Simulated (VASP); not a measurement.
Energy against volume of Li2Se (antifluorite). Level of theory: MS2 meta-GGA, VASP's PBE PAW potentials (set 64) (plane waves; VASP 6.6.1). Numerical set-up: 520 eV cut-off, 7×7×7 Γ-centred mesh, Gaussian smearing of 0.050 eV, potentials Li_sv Se.

```csv
V (Å³/atom),E (eV/atom)
16.176,-4.64406
16.693,-4.65140
17.209,-4.65418
17.725,-4.65366
```

Q: Fit these four points and predict the energy of the run at 18.241 Å³/atom.

A: A cubic in V^(−2/3), the third-order Birch-Murnaghan form, passes through the four points with V0 = 17.37 Å³/atom and B0 = 31 GPa, and gives -4.6508 eV/atom there. The run gave -4.6501 eV/atom, +0.7 meV/atom from the fit; all five points give B0 = 35 GPa.

The compound is Li2Se in the antifluorite structure. It was relaxed first.
